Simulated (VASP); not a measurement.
Here is the system:

```
CELL_PARAMETERS angstrom
      3.53338     0.00000     0.00000
      0.00000     3.53338     0.00000
      0.00000     0.00000     7.05474
ATOMIC_POSITIONS crystal
  Si 0.00000 0.00000 0.50000
  Ni 0.50000 0.50000 0.00000
  Ni 0.50000 0.50000 0.50000
  Ni 0.50000 0.00000 0.25678
  Ni 0.50000 0.00000 0.74322
  Ni 0.00000 0.50000 0.25678
  Ni 0.00000 0.50000 0.74322
  Ge 0.00000 0.00000 0.00000
```

Level of theory: PBEsol GGA, VASP's PBE PAW potentials (set 64) (plane waves; VASP 6.6.1). Run with 300 eV cut-off, 6×6×3 Γ-centred mesh, Fermi-Dirac smearing of 0.10 eV, potentials Si Ni Ge_d.

Problem. Give the energies of bands 31 to 44 at the high-symmetry points, in eV from the Fermi level.

Solution. 
```tsv
band	Γ	X	M	Z	R	A
31	-0.98	-1.37	-1.43	-0.96	-1.22	-1.23
32	-0.98	-1.32	-1.29	-0.92	-1.18	-1.23
33	-0.89	-1.32	-1.26	-0.80	-1.17	-1.18
34	-0.66	-1.19	-1.24	-0.72	-0.89	-1.11
35	-0.64	-1.14	-1.16	-0.70	-0.87	-1.10
36	-0.60	-1.04	-1.02	-0.59	-0.86	-1.07
37	-0.35	-1.00	-1.00	-0.57	-0.80	-0.94
38	-0.05	-0.59	-0.53	-0.05	-0.58	-0.60
39	-0.05	-0.03	-0.27	-0.05	-0.46	-0.49
40	-0.04	0.57	-0.27	1.31	1.20	0.12
41	-0.04	0.57	-0.26	1.31	1.26	0.12
42	3.52	3.51	0.56	1.34	1.93	0.18
43	3.52	3.53	0.56	1.34	2.16	0.18
44	4.04	4.77	0.82	4.60	4.19	1.82
```

It has no gap at this level: it comes out as a metal or semimetal.

The structure comes from a computed database's SiNi6Ge entry (P4/mmm); how it stands against other phases isn't given here. The cell was not relaxed at this level. The run is not spin-polarised, so no magnetic state was tried.
